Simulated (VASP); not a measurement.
# Gap of GaAs, level by level, part 2 of 3

Which functional reproduces the measured band gap of GaAs, and what does it cost? The start is a cell from a database of measured crystal structures.

VASP 6.6.1, plane waves and PAW; the level of theory is named at each step.

So far, least gap on mesh and path (eV): step 2 (bands, level LDA, k 4×4×4) 0.319; step 4 (bands, level r2SCAN, k 4×4×4) 0.991; step 5 (bands, level TB-mBJ, k 4×4×4) 1.65; step 6 (bands, level LAK, k 4×4×4) 1.49; step 7 (bands, level SCAN, k 4×4×4) 0.743.

## (9) Bands with HSE06, k 4×4×4

This step: HSE06; plane waves and PAW (Ga_d, As) (VASP 6.6.1).

HSE06 mixes in a quarter of exact exchange at short range, at far higher cost; in semiconductors this cures much of the gap error, while metals seldom gain.

Contents of INCAR:

```
SYSTEM = GaAs
PREC = Accurate
ENCUT = 400
EDIFF = 1E-06
NELM = 100
ISMEAR = 0
SIGMA = 0.02
LREAL = .FALSE.
ALGO = Normal
LHFCALC = .TRUE.
AEXX = 0.25
GGA = PE
HFSCREEN = 0.2
LASPH = .TRUE.
NBANDS = 15
PRECFOCK = Fast
LORBIT = 11
LWAVE = .FALSE.
LCHARG = .FALSE.
KPAR = 4
```

Contents of POSCAR:

```
GaAs
1.0
    0.0000000000      2.8268500000      2.8268500000
    2.8268500000      0.0000000000      2.8268500000
    2.8268500000      2.8268500000      0.0000000000
Ga As
1 1
Direct
    0.0000000000      0.0000000000      0.0000000000
    0.2500000000      0.2500000000      0.2500000000
```

Contents of KPOINTS:

```
Automatic mesh
0
Gamma
4 4 4
0 0 0
```

Contents of KPOINTS_OPT:

```
Line mode
6
Line-mode
Reciprocal
  0.00000000   0.00000000   0.00000000 GAMMA
  0.50000000   0.00000000   0.50000000 X

  0.50000000   0.00000000   0.50000000 X
  0.50000000   0.25000000   0.75000000 W

  0.50000000   0.25000000   0.75000000 W
  0.37500000   0.37500000   0.75000000 K

  0.37500000   0.37500000   0.75000000 K
  0.00000000   0.00000000   0.00000000 GAMMA

  0.00000000   0.00000000   0.00000000 GAMMA
  0.50000000   0.50000000   0.50000000 L

  0.50000000   0.50000000   0.50000000 L
  0.62500000   0.25000000   0.62500000 U

  0.62500000   0.25000000   0.62500000 U
  0.50000000   0.25000000   0.75000000 W

  0.50000000   0.25000000   0.75000000 W
  0.50000000   0.50000000   0.50000000 L

  0.50000000   0.50000000   0.50000000 L
  0.37500000   0.37500000   0.75000000 K

  0.62500000   0.25000000   0.62500000 U
  0.50000000   0.00000000   0.50000000 X
```

Potentials, in the order of the species: Ga_d and As (PBE family, release 64).

The run starts from files that an earlier step left in the folder.

On the command line:

```sh
> mpirun -np 4 vasp_std
```

Wall time 7 min (4 MPI ranks of AMD EPYC 7R43, shared host); peak memory 0.9 GiB; 28 min of CPU time.

The k-mesh is coarse for exact exchange; levels may shift by about 0.1 eV on a finer one.

The electronic bands at the labelled points (eV, zero at the valence-band top; v1 is the highest filled band, c1 the lowest empty one):

```csv
point,v3,v2,v1,c1,c2,c3,c4
Γ,0.00,0.00,0.00,1.49,4.57,4.57,4.57
0.60 of the way,-5.17,-2.19,-2.19,2.42,3.74,8.56,8.56
X,-7.37,-2.90,-2.90,2.11,2.38,11.55,11.55
0.60 of the way,-7.23,-3.52,-3.37,3.70,3.99,8.62,8.88
W,-7.15,-3.81,-3.58,5.49,5.66,6.43,6.89
0.40 of the way,-7.15,-4.00,-3.15,4.10,5.64,7.34,7.76
K,-7.15,-4.16,-2.44,2.68,5.54,9.12,9.21
0.40 of the way,-5.62,-3.23,-1.06,3.66,6.20,6.25,6.58
Γ,0.00,0.00,0.00,1.49,4.57,4.57,4.57
0.40 of the way,-3.43,-0.53,-0.53,2.46,5.31,5.31,6.11
L,-7.19,-1.23,-1.23,1.82,5.49,5.49,8.69
0.60 of the way,-7.01,-3.60,-1.91,3.16,6.04,7.29,8.16
U,-7.15,-4.16,-2.44,2.68,5.54,9.12,9.21
0.40 of the way,-7.15,-4.09,-2.82,3.38,5.59,8.01,8.36
W,-7.15,-3.81,-3.58,5.49,5.66,6.43,6.89
0.40 of the way,-6.99,-3.78,-2.40,4.27,5.05,7.47,8.83
L,-7.19,-1.23,-1.23,1.82,5.49,5.49,8.69
0.60 of the way,-7.01,-3.60,-1.91,3.16,6.04,7.29,8.16
K,-7.15,-4.16,-2.44,2.68,5.54,9.12,9.21
jump to U,-7.15,-4.16,-2.44,2.68,5.54,9.12,9.21
0.40 of the way,-7.29,-3.62,-2.73,2.39,3.70,10.20,10.40
X,-7.37,-2.90,-2.90,2.11,2.38,11.55,11.55
```

The largest weight of each band there:

| point | v3 | v2 | v1 | c1 | c2 | c3 | c4 |
| --- | --- | --- | --- | --- | --- | --- | --- |
| Γ | As 0.74 | As 0.74 | As 0.74 | Ga 0.53 | Ga 0.78 | Ga 0.78 | Ga 0.78 |
| X | Ga 0.73 | As 0.62 | As 0.62 | Ga 0.63 | Ga 0.64 | Ga 0.57 | Ga 0.57 |
| W | Ga 0.74 | As 0.63 | As 0.57 | As 0.72 | As 0.55 | Ga 0.71 | Ga 0.73 |
| K | Ga 0.72 | As 0.60 | As 0.62 | Ga 0.63 | As 0.53 | Ga 0.56 | Ga 0.55 |
| Γ | As 0.74 | As 0.74 | As 0.74 | Ga 0.53 | Ga 0.78 | Ga 0.78 | Ga 0.78 |
| L | Ga 0.61 | As 0.66 | As 0.66 | Ga 0.62 | Ga 0.67 | Ga 0.67 | As 0.55 |

The gap is 1.49 eV, direct at Γ. Against LDA that is +1.17 eV; this run took 12 times the core time, on fewer points of the path. The direct gap lies +0.08 eV from the measured 1.41 eV.

## (10) Dielectric constant for the exchange share

This step: PBE; plane waves and PAW (Ga_d, As) (VASP 6.6.1).

The share of exact exchange of the next level is the inverse of the dielectric constant, which this PBE response run supplies.

Contents of INCAR:

```
SYSTEM = GaAs
PREC = Accurate
ENCUT = 400
EDIFF = 1E-08
NELM = 100
ISMEAR = 0
SIGMA = 0.01
LREAL = .FALSE.
ALGO = Normal
GGA = PE
NBANDS = 15
LORBIT = 11
LWAVE = .FALSE.
LCHARG = .FALSE.
KPAR = 4
LEPSILON = .TRUE.
```

POSCAR is that of step 9.

Contents of KPOINTS:

```
Automatic mesh
0
Gamma
9 9 9
0 0 0
```

On the command line:

```sh
> mpirun -np 4 vasp_std
```

Run time: 3.6 min. Hardware: 4 MPI ranks; peak memory 1 GiB.

Energies printed during the response cycles are not total energies of the cell. With a direct gap this small, the dielectric response converges slowly with the mesh, so tensor and charges are uncertain; a mesh that holds the point of the least gap tends to give too large a tensor. At this level the cell is under a pressure of 3.3 GPa, so at these settings it is away from equilibrium.

Numbers from this step:

```
irreducible k-points           : 35
Fermi energy                   : 4.039 eV
pressure                       : 3.292 GPa
gap on the k-mesh              : 0.5171 eV
least direct gap on the k-mesh : 0.5171 eV
```

Electronic dielectric tensor with local fields:

```
24.30  0.00  0.00
 0.00 24.30  0.00
 0.00  0.00 24.30
```

Born effective charge (e), principal values of the symmetric part by kind of site:

| atom | atoms with these values | low | middle | high | mean |
| --- | --- | --- | --- | --- | --- |
| Ga1 | 1 | 2.21 | 2.21 | 2.21 | 2.21 |
| As2 | 1 | -2.21 | -2.21 | -2.21 | -2.21 |

In full for Ga1:

```
2.21 0.00 0.00
0.00 2.21 0.00
0.00 0.00 2.21
```

Piezoelectric tensor with clamped ions (C/m²), by row:

| field | xx | yy | zz | xy | yz | zx |
| --- | --- | --- | --- | --- | --- | --- |
| x | 0 | 0 | 0 | 0 | -0.9312 | 0 |
| y | 0 | 0 | 0 | 0 | 0 | -0.9312 |
| z | 0 | 0 | 0 | -0.9312 | 0 | 0 |

The Born charges sum to zero; the printed set may have that rule imposed, so this is no test.

## (11) Bands with r2SCAN-EpsX, k 4×4×4

This step: r2SCAN-EpsX, exact-exchange share 1/24.295; plane waves and PAW (Ga_d, As) (VASP 6.6.1).

Here the share of exact exchange is set to the inverse of the computed dielectric constant, since screening weakens exchange.

Contents of INCAR:

```
SYSTEM = GaAs
PREC = Accurate
ENCUT = 400
EDIFF = 1E-06
NELM = 100
ISMEAR = 0
SIGMA = 0.02
LREAL = .FALSE.
ALGO = Normal
LHFCALC = .TRUE.
AEXX = 0.041
METAGGA = R2SCAN
LASPH = .TRUE.
NBANDS = 15
PRECFOCK = Fast
HFRCUT = -1
LORBIT = 11
LWAVE = .FALSE.
LCHARG = .FALSE.
KPAR = 4
```

POSCAR is that of step 10.

Contents of KPOINTS:

```
Automatic mesh
0
Gamma
4 4 4
0 0 0
```

KPOINTS_OPT is that of step 9.

On the command line:

```sh
> mpirun -np 4 vasp_std
```

The job ended after 7.8 min (4 MPI ranks; peak memory 0.53 GiB; 31 min of CPU time).

The k-mesh is coarse for unscreened exact exchange, which converges slowly with it. The share of exact exchange rests on that dielectric constant; a constant that is too large makes it too small.

The electronic bands at the labelled points (eV, zero at the valence-band top; v1 is the highest filled band, c1 the lowest empty one):

```csv
point,v3,v2,v1,c1,c2,c3,c4
Γ,0.00,0.00,0.00,1.21,4.25,4.25,4.25
0.60 of the way,-5.01,-2.14,-2.14,2.17,3.48,8.20,8.20
X,-7.11,-2.82,-2.82,1.92,2.13,11.15,11.15
0.60 of the way,-6.98,-3.42,-3.28,3.48,3.70,8.31,8.56
W,-6.91,-3.70,-3.49,5.26,5.26,6.13,6.68
0.40 of the way,-6.90,-3.88,-3.07,3.84,5.33,7.04,7.49
K,-6.90,-4.04,-2.38,2.45,5.24,8.79,8.84
0.40 of the way,-5.43,-3.15,-1.04,3.35,5.89,5.96,6.30
Γ,0.00,0.00,0.00,1.21,4.25,4.25,4.25
0.40 of the way,-3.35,-0.52,-0.52,2.17,4.98,4.98,5.84
L,-6.93,-1.20,-1.20,1.56,5.19,5.19,8.49
0.60 of the way,-6.76,-3.51,-1.87,2.90,5.73,6.96,7.88
U,-6.90,-4.04,-2.38,2.45,5.24,8.79,8.84
0.40 of the way,-6.90,-3.97,-2.75,3.13,5.29,7.70,8.07
W,-6.91,-3.70,-3.49,5.26,5.26,6.13,6.68
0.40 of the way,-6.75,-3.68,-2.34,3.96,4.82,7.10,8.51
L,-6.93,-1.20,-1.20,1.56,5.19,5.19,8.49
0.60 of the way,-6.76,-3.51,-1.87,2.90,5.73,6.96,7.88
K,-6.90,-4.04,-2.38,2.45,5.24,8.79,8.84
jump to U,-6.90,-4.04,-2.38,2.45,5.24,8.79,8.84
0.40 of the way,-7.03,-3.52,-2.66,2.18,3.45,9.84,10.03
X,-7.11,-2.82,-2.82,1.92,2.13,11.15,11.15
```

The largest weight of each band there:

| point | v3 | v2 | v1 | c1 | c2 | c3 | c4 |
| --- | --- | --- | --- | --- | --- | --- | --- |
| Γ | As 0.74 | As 0.74 | As 0.74 | Ga 0.54 | Ga 0.79 | Ga 0.79 | Ga 0.79 |
| X | Ga 0.73 | As 0.62 | As 0.62 | Ga 0.64 | Ga 0.62 | Ga 0.57 | Ga 0.57 |
| W | Ga 0.75 | As 0.63 | As 0.57 | As 0.71 | As 0.56 | Ga 0.72 | Ga 0.74 |
| K | Ga 0.73 | As 0.60 | As 0.62 | Ga 0.63 | As 0.54 | Ga 0.58 | Ga 0.56 |
| Γ | As 0.74 | As 0.74 | As 0.74 | Ga 0.54 | Ga 0.79 | Ga 0.79 | Ga 0.79 |
| L | Ga 0.61 | As 0.66 | As 0.66 | Ga 0.62 | Ga 0.67 | Ga 0.67 | As 0.56 |

The gap is 1.21 eV, direct at Γ. Against LDA that is +0.89 eV; this run took 13 times the core time, on fewer points of the path. The direct gap lies -0.20 eV from the measured 1.41 eV.

## (12) Bands with HSE03, k 4×4×4

This step: HSE03; plane waves and PAW (Ga_d, As) (VASP 6.6.1).

HSE03, as typed here, screens exact exchange more strongly than HSE06 (HFSCREEN 0.3 against 0.2).

Changes to INCAR since step 11:

```diff
@@ -10,4 +10,5 @@
 LHFCALC = .TRUE.
-AEXX = 0.041
-METAGGA = R2SCAN
+AEXX = 0.25
+GGA = PE
+HFSCREEN = 0.3
 LASPH = .TRUE.
@@ -15,3 +16,2 @@
 PRECFOCK = Fast
-HFRCUT = -1
 LORBIT = 11
```

POSCAR is that of step 11.

KPOINTS is that of step 11.

KPOINTS_OPT is that of step 11.

On the command line:

```sh
> mpirun -np 4 vasp_std
```

It took 5.7 min on 4 MPI ranks; peak memory 0.86 GiB; 23 min of CPU time.

The electronic bands at the labelled points (eV, zero at the valence-band top; v1 is the highest filled band, c1 the lowest empty one):

| point | v3 | v2 | v1 | c1 | c2 | c3 | c4 |
| --- | --- | --- | --- | --- | --- | --- | --- |
| Γ | 0.00 | 0.00 | 0.00 | 1.29 | 4.36 | 4.36 | 4.36 |
| 0.60 of the way | -5.11 | -2.16 | -2.16 | 2.23 | 3.53 | 8.31 | 8.31 |
| X | -7.28 | -2.86 | -2.86 | 1.93 | 2.19 | 11.28 | 11.28 |
| 0.60 of the way | -7.14 | -3.47 | -3.33 | 3.51 | 3.79 | 8.38 | 8.64 |
| W | -7.06 | -3.76 | -3.53 | 5.28 | 5.43 | 6.20 | 6.67 |
| 0.40 of the way | -7.06 | -3.94 | -3.11 | 3.90 | 5.42 | 7.11 | 7.52 |
| K | -7.06 | -4.10 | -2.40 | 2.49 | 5.32 | 8.87 | 8.96 |
| 0.40 of the way | -5.55 | -3.19 | -1.05 | 3.46 | 5.99 | 6.02 | 6.35 |
| Γ | 0.00 | 0.00 | 0.00 | 1.29 | 4.36 | 4.36 | 4.36 |
| 0.40 of the way | -3.40 | -0.52 | -0.52 | 2.26 | 5.09 | 5.09 | 5.89 |
| L | -7.09 | -1.21 | -1.21 | 1.63 | 5.27 | 5.27 | 8.47 |
| 0.60 of the way | -6.91 | -3.55 | -1.89 | 2.96 | 5.82 | 7.06 | 7.93 |
| U | -7.06 | -4.10 | -2.40 | 2.49 | 5.32 | 8.87 | 8.96 |
| 0.40 of the way | -7.06 | -4.03 | -2.78 | 3.18 | 5.37 | 7.77 | 8.12 |
| W | -7.06 | -3.76 | -3.53 | 5.28 | 5.43 | 6.20 | 6.67 |
| 0.40 of the way | -6.90 | -3.73 | -2.37 | 4.06 | 4.84 | 7.22 | 8.58 |
| L | -7.09 | -1.21 | -1.21 | 1.63 | 5.27 | 5.27 | 8.47 |
| 0.60 of the way | -6.91 | -3.55 | -1.89 | 2.96 | 5.82 | 7.06 | 7.93 |
| K | -7.06 | -4.10 | -2.40 | 2.49 | 5.32 | 8.87 | 8.96 |
| jump to U | -7.06 | -4.10 | -2.40 | 2.49 | 5.32 | 8.87 | 8.96 |
| 0.40 of the way | -7.20 | -3.57 | -2.69 | 2.20 | 3.50 | 9.94 | 10.14 |
| X | -7.28 | -2.86 | -2.86 | 1.93 | 2.19 | 11.28 | 11.28 |

The largest weight of each band there:

```
point       v3       v2       v1       c1       c2       c3       c4
    Γ  As 0.74  As 0.74  As 0.74  Ga 0.53  Ga 0.78  Ga 0.78  Ga 0.78
    X  Ga 0.73  As 0.62  As 0.62  Ga 0.63  Ga 0.64  Ga 0.57  Ga 0.57
    W  Ga 0.74  As 0.63  As 0.57  As 0.72  As 0.55  Ga 0.71  Ga 0.74
    K  Ga 0.72  As 0.60  As 0.62  Ga 0.63  As 0.53  Ga 0.57  Ga 0.55
    Γ  As 0.74  As 0.74  As 0.74  Ga 0.53  Ga 0.78  Ga 0.78  Ga 0.78
    L  Ga 0.61  As 0.66  As 0.66  Ga 0.62  Ga 0.67  Ga 0.67  As 0.55
```

The gap is 1.29 eV, direct at Γ. Against LDA that is +0.97 eV; this run took 9.7 times the core time, on fewer points of the path. The direct gap lies -0.12 eV from the measured 1.41 eV.

## (13) Bands with B3LYP, k 4×4×4

This step: B3LYP; plane waves and PAW (Ga_d, As) (VASP 6.6.1).

B3LYP, with a fifth of exact exchange, was fitted to molecules.

Changes to INCAR since step 12:

```diff
@@ -10,5 +10,7 @@
 LHFCALC = .TRUE.
-AEXX = 0.25
-GGA = PE
-HFSCREEN = 0.3
+AEXX = 0.2
+GGA = B3
+AGGAX = 0.72
+AGGAC = 0.81
+ALDAC = 0.19
 LASPH = .TRUE.
@@ -16,2 +18,3 @@
 PRECFOCK = Fast
+HFRCUT = -1
 LORBIT = 11
```

POSCAR is that of step 12.

KPOINTS is that of step 12.

KPOINTS_OPT is that of step 12.

On the command line:

```sh
> mpirun -np 4 vasp_std
```

Wall time 4.7 min (4 MPI ranks); peak memory 0.54 GiB; 19 min of CPU time.

The electronic bands at the labelled points (eV, zero at the valence-band top; v1 is the highest filled band, c1 the lowest empty one):

| point | v3 | v2 | v1 | c1 | c2 | c3 | c4 |
| --- | --- | --- | --- | --- | --- | --- | --- |
| Γ | 0.00 | 0.00 | 0.00 | 1.67 | 4.97 | 4.97 | 4.97 |
| 0.60 of the way | -5.20 | -2.17 | -2.17 | 2.89 | 4.19 | 8.90 | 8.90 |
| X | -7.37 | -2.86 | -2.86 | 2.66 | 2.84 | 11.79 | 11.79 |
| 0.60 of the way | -7.24 | -3.45 | -3.30 | 4.21 | 4.40 | 9.01 | 9.26 |
| W | -7.16 | -3.73 | -3.50 | 5.95 | 6.03 | 6.80 | 7.41 |
| 0.40 of the way | -7.15 | -3.92 | -3.08 | 4.55 | 6.06 | 7.75 | 8.20 |
| K | -7.15 | -4.09 | -2.42 | 3.17 | 5.97 | 9.47 | 9.56 |
| 0.40 of the way | -5.64 | -3.15 | -1.05 | 3.99 | 6.62 | 6.64 | 7.02 |
| Γ | 0.00 | 0.00 | 0.00 | 1.67 | 4.97 | 4.97 | 4.97 |
| 0.40 of the way | -3.45 | -0.52 | -0.52 | 2.75 | 5.70 | 5.70 | 6.48 |
| L | -7.14 | -1.23 | -1.23 | 2.15 | 5.95 | 5.95 | 9.27 |
| 0.60 of the way | -6.98 | -3.55 | -1.89 | 3.59 | 6.43 | 7.70 | 8.60 |
| U | -7.15 | -4.09 | -2.42 | 3.17 | 5.97 | 9.47 | 9.56 |
| 0.40 of the way | -7.15 | -4.01 | -2.77 | 3.84 | 6.01 | 8.40 | 8.77 |
| W | -7.16 | -3.73 | -3.50 | 5.95 | 6.03 | 6.80 | 7.41 |
| 0.40 of the way | -6.98 | -3.73 | -2.34 | 4.62 | 5.54 | 7.83 | 9.20 |
| L | -7.14 | -1.23 | -1.23 | 2.15 | 5.95 | 5.95 | 9.27 |
| 0.60 of the way | -6.98 | -3.55 | -1.89 | 3.59 | 6.43 | 7.70 | 8.60 |
| K | -7.15 | -4.09 | -2.42 | 3.17 | 5.97 | 9.47 | 9.56 |
| jump to U | -7.15 | -4.09 | -2.42 | 3.17 | 5.97 | 9.47 | 9.56 |
| 0.40 of the way | -7.29 | -3.55 | -2.70 | 2.90 | 4.16 | 10.50 | 10.71 |
| X | -7.37 | -2.86 | -2.86 | 2.66 | 2.84 | 11.79 | 11.79 |

The largest weight of each band there:

```
point       v3       v2       v1       c1       c2       c3       c4
    Γ  As 0.74  As 0.74  As 0.74  Ga 0.54  Ga 0.78  Ga 0.78  Ga 0.78
    X  Ga 0.73  As 0.62  As 0.62  Ga 0.64  Ga 0.62  Ga 0.57  Ga 0.57
    W  Ga 0.75  As 0.64  As 0.58  As 0.56  As 0.71  Ga 0.72  Ga 0.74
    K  Ga 0.73  As 0.60  As 0.63  Ga 0.63  As 0.53  Ga 0.59  Ga 0.56
    Γ  As 0.74  As 0.74  As 0.74  Ga 0.54  Ga 0.78  Ga 0.78  Ga 0.78
    L  Ga 0.62  As 0.66  As 0.66  Ga 0.62  Ga 0.67  Ga 0.67  As 0.56
```

The gap is 1.67 eV, direct at Γ. Against LDA that is +1.35 eV; this run took 8.0 times the core time, on fewer points of the path. The direct gap lies +0.26 eV from the measured 1.41 eV.

## (14) Bands with r2SCANh, k 4×4×4

This step: r2SCANh; plane waves and PAW (Ga_d, As) (VASP 6.6.1).

r2SCANh replaces a tenth of the r2SCAN exchange by exact exchange. A prediction first. If the gap is linear in the share of exact exchange, r2SCAN (0.99 eV at 0) and r2SCAN-EpsX (1.21 eV at 0.041) give a slope of 5.45 eV per unit share, so a share of 0.100 should give 1.54 eV.

Changes to INCAR since step 13:

```diff
@@ -10,7 +10,4 @@
 LHFCALC = .TRUE.
-AEXX = 0.2
-GGA = B3
-AGGAX = 0.72
-AGGAC = 0.81
-ALDAC = 0.19
+AEXX = 0.1
+METAGGA = R2SCAN
 LASPH = .TRUE.
```

POSCAR is that of step 13.

KPOINTS is that of step 13.

KPOINTS_OPT is that of step 13.

On the command line:

```sh
> mpirun -np 4 vasp_std
```

The job ended after 5.6 min (4 MPI ranks; peak memory 0.52 GiB).

The electronic bands at the labelled points (eV, zero at the valence-band top; v1 is the highest filled band, c1 the lowest empty one):

```csv
point,v3,v2,v1,c1,c2,c3,c4
Γ,0.00,0.00,0.00,1.54,4.58,4.58,4.58
0.60 of the way,-5.09,-2.18,-2.18,2.47,3.80,8.59,8.59
X,-7.24,-2.88,-2.88,2.21,2.43,11.58,11.58
0.60 of the way,-7.11,-3.48,-3.34,3.78,4.03,8.69,8.94
W,-7.03,-3.77,-3.54,5.57,5.63,6.49,7.01
0.40 of the way,-7.03,-3.96,-3.11,4.16,5.68,7.40,7.84
K,-7.03,-4.12,-2.43,2.75,5.58,9.18,9.24
0.40 of the way,-5.53,-3.19,-1.06,3.68,6.24,6.29,6.64
Γ,0.00,0.00,0.00,1.54,4.58,4.58,4.58
0.40 of the way,-3.39,-0.53,-0.53,2.49,5.32,5.32,6.18
L,-7.07,-1.23,-1.23,1.87,5.53,5.53,8.83
0.60 of the way,-6.88,-3.57,-1.90,3.21,6.08,7.32,8.24
U,-7.03,-4.12,-2.43,2.75,5.58,9.18,9.24
0.40 of the way,-7.03,-4.04,-2.79,3.44,5.63,8.07,8.43
W,-7.03,-3.77,-3.54,5.57,5.63,6.49,7.01
0.40 of the way,-6.87,-3.75,-2.37,4.29,5.13,7.48,8.90
L,-7.07,-1.23,-1.23,1.87,5.53,5.53,8.83
0.60 of the way,-6.88,-3.57,-1.90,3.21,6.08,7.32,8.24
K,-7.03,-4.12,-2.43,2.75,5.58,9.18,9.24
jump to U,-7.03,-4.12,-2.43,2.75,5.58,9.18,9.24
0.40 of the way,-7.16,-3.58,-2.71,2.47,3.76,10.24,10.44
X,-7.24,-2.88,-2.88,2.21,2.43,11.58,11.58
```

The largest weight of each band there:

```csv
point,v3,v2,v1,c1,c2,c3,c4
Γ,As 0.74,As 0.74,As 0.74,Ga 0.53,Ga 0.78,Ga 0.78,Ga 0.78
X,Ga 0.73,As 0.62,As 0.62,Ga 0.64,Ga 0.63,Ga 0.57,Ga 0.57
W,Ga 0.74,As 0.64,As 0.57,As 0.71,As 0.56,Ga 0.71,Ga 0.74
K,Ga 0.72,As 0.60,As 0.63,Ga 0.63,As 0.54,Ga 0.57,Ga 0.55
Γ,As 0.74,As 0.74,As 0.74,Ga 0.53,Ga 0.78,Ga 0.78,Ga 0.78
L,Ga 0.61,As 0.66,As 0.66,Ga 0.62,Ga 0.67,Ga 0.67,As 0.56
```

The gap is 1.54 eV, direct at Γ. Against LDA that is +1.22 eV; this run took 9.7 times the core time, on fewer points of the path. The direct gap lies +0.13 eV from the measured 1.41 eV. The straight line predicted 1.54 eV, which is -0.00 eV off.

(Continued in part 3 of 3.)

[Lines on the potential files, build, host, timing and source positions are cut from VASP's logs without a mark.]

[Logs are printed without paths, hosts, clocks, repeated set-up lines and the standing remarks that a program may print on its own settings, such as how far it seeks lower states.]

[Hosts, paths, dates, database ids (printed as entryN), source tags and the programs' standing remarks are cut or masked in the printed files.]

[Measured values are set beside computed ones only where the two were judged alike; some that the calculation misses by far are left out.]
